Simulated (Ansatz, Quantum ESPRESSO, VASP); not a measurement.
## One structure in several programs: LaIn (Cm, 2 atoms in the cell)

Self-consistent single point.

```xyz
2
Lattice="3.9541 0.0000 0.0000 0.0000 3.9541 0.0000 0.0000 0.0000 3.9541" Properties=species:S:1:pos:R:3 pbc="T T T"
La     1.9881     1.9661     1.9952
In    -0.0111     0.0109    -0.0182
```

Shared settings, as Ansatz (an electronic-structure program) writes them: kpoints.mp_grid.grid = 6 6 6; scf.occupations.method = fermi_dirac; scf.occupations.width = 0.1 eV. Potentials and cutoffs stand in the table.

| code | model | pressure (GPa) | largest force (eV/Å) | cutoff |
|---|---|---|---|---|
| Quantum ESPRESSO | LDA (PZ), GBRV 1.5 ultrasoft (LDA) pseudopotentials | -4.18 | 0.086 | 40 Ry |
| Ansatz | LDA (PW92), default PAW files made with PBE | -3.72 | 0.087 | default |
| VASP | LDA (PZ), VASP's LDA PAW potentials (set 64) | -3.99 | 0.087 | 300 eV |

The spread over the programs that give each value: pressure within 0.46 GPa; largest force within 0.001 eV/Å.

Ansatz's pressure is given at a fixed set of plane waves, as the other plane-wave codes print theirs. The same LDA comes in different parametrisations, which differ slightly.

VASP's run is marked for a possible Pulay error in its stress at this cutoff; no cutoff test was made.

The starting cell comes from a database of computed structures (which also holds hypothetical and non-ambient phases and stackings), without a prior relaxation at this level. Its atoms were displaced at random from the sites of space group no. 221.

Left out of this page: CP2K (not drawn, or without a comparable value).

Keys are those of Ansatz 0.2.
